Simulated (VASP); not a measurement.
Level of theory: optB88-vdW, VASP's PBE PAW potentials (set 64) (plane waves; VASP).

VASP input:

KPOINTS:
```
k-points along high-symmetry lines
15
Line-mode
Reciprocal
  0.000000   0.000000   0.000000 ! GAMMA
 -0.500000  -0.500000   0.000000 ! X

 -0.500000  -0.500000   0.000000 ! X
 -0.375000  -0.375000   0.250000 ! U

 -0.375000  -0.000000   0.375000 ! K
  0.000000   0.000000   0.000000 ! GAMMA

  0.000000   0.000000   0.000000 ! GAMMA
 -0.000000  -0.000000   0.500000 ! L

 -0.000000  -0.000000   0.500000 ! L
 -0.500000  -0.250000   0.250000 ! W

 -0.500000  -0.250000   0.250000 ! W
 -0.500000  -0.500000   0.000000 ! X
```

INCAR:
```
SIGMA=0.05   ! width (eV)
ISMEAR=0   ! Gaussian
EDIFF=1E-7   ! SCF stop (eV)
SYSTEM=BAs
ICHARG=11
ENCUT=520   ! plane-wave cut-off (eV)
LMAXMIX=4   ! l cut-off of mixed one-centre charges
LORBIT=11   ! lm-projected
PARAM2=0.22
GGA=BO
LREAL=.False.   ! projection in real space or not
PARAM1=0.1833333333
LUSE_VDW=.True.
LCHARG=.False.
AGGAC=0.0
LWAVE=.False.
NELM=100
PREC=Accurate
ALGO=Normal   ! blocked Davidson
LASPH=.True.   ! aspherical one-centre terms
```

POSCAR:
```
BAs
1
    0.0000000000     2.4125180135     2.4125180135
    2.4125180135     0.0000000000     2.4125180135
    2.4125180135     2.4125180135     0.0000000000
B As
1 1
Direct
  0.0000000000   0.0000000000   0.0000000000
  0.2500000000   0.2500000000   0.2500000000
```

POTCAR, in this order: B As (PBE.64 set). Program: vasp_std. Read from the step before: CHGCAR.

The resulting files:

### OSZICAR
```
       N       E                     dE             d eps       ncg     rms          rms(c)
DAV:   1     0.174587559032E+02    0.17459E+02   -0.39406E+03  1440   0.874E+02
DAV:   2    -0.673668847905E+01   -0.24195E+02   -0.22896E+02  2264   0.103E+02
DAV:   3    -0.709440109774E+01   -0.35771E+00   -0.35706E+00  1712   0.164E+01
DAV:   4    -0.709489680520E+01   -0.49571E-03   -0.49571E-03  2216   0.660E-01
DAV:   5    -0.709489717730E+01   -0.37211E-06   -0.37211E-06  1680   0.109E-02
DAV:   6    -0.709489717985E+01   -0.25500E-08   -0.25499E-08  2152   0.564E-04
   1 F= -.70948972E+01 E0= -.70948972E+01  d E =-.847376E-15
```

File OUTCAR:
```
 val. band max:        5.6879937874   @ k =   0.0000   0.0000   0.0000

 cond. band min:       6.9804179904   @ k =  -0.3929  -0.3929   0.0000



 k-point     1 :       0.0000    0.0000    0.0000
  band No.  band energies     occupation
      1      -9.4042      2.00000
      2       5.6880      2.00000
      3       5.6880      2.00000
      4       5.6880      2.00000
      5       8.9677      0.00000
      6       8.9677      0.00000
      7       8.9677      0.00000
      8       9.9563      0.00000

 k-point     2 :      -0.0357   -0.0357    0.0000
  band No.  band energies     occupation
      1      -9.3771      2.00000
      2       5.5354      2.00000
      3       5.5597      2.00000
      4       5.5597      2.00000
      5       8.8801      0.00000
      6       9.1254      0.00000
      7       9.1254      0.00000
      8      10.1112      0.00000

 k-point     3 :      -0.0714   -0.0714    0.0000
  band No.  band energies     occupation
      1      -9.2959      2.00000
      2       5.1249      2.00000
      3       5.2340      2.00000
      4       5.2340      2.00000
      5       8.6815      0.00000
      6       9.5387      0.00000
      7       9.5387      0.00000
      8      10.4629      0.00000

 k-point     4 :      -0.1071   -0.1071    0.0000
  band No.  band energies     occupation
      1      -9.1612      2.00000
      2       4.5468      2.00000
      3       4.8110      2.00000
      4       4.8110      2.00000
      5       8.4344      0.00000
      6      10.1062      0.00000
      7      10.1062      0.00000
      8      10.8409      0.00000

 k-point     5 :      -0.1429   -0.1429    0.0000
  band No.  band energies     occupation
      1      -8.9734      2.00000
      2       3.8722      2.00000
      3       4.3579      2.00000
      4       4.3579      2.00000
      5       8.1672      0.00000
      6      10.7586      0.00000
      7      10.7586      0.00000
      8      11.0872      0.00000
...
```

The density is held fixed in this step, so its total energy and stress have no physical meaning.

The compound is BAs in the zinc blende structure. It was relaxed first.
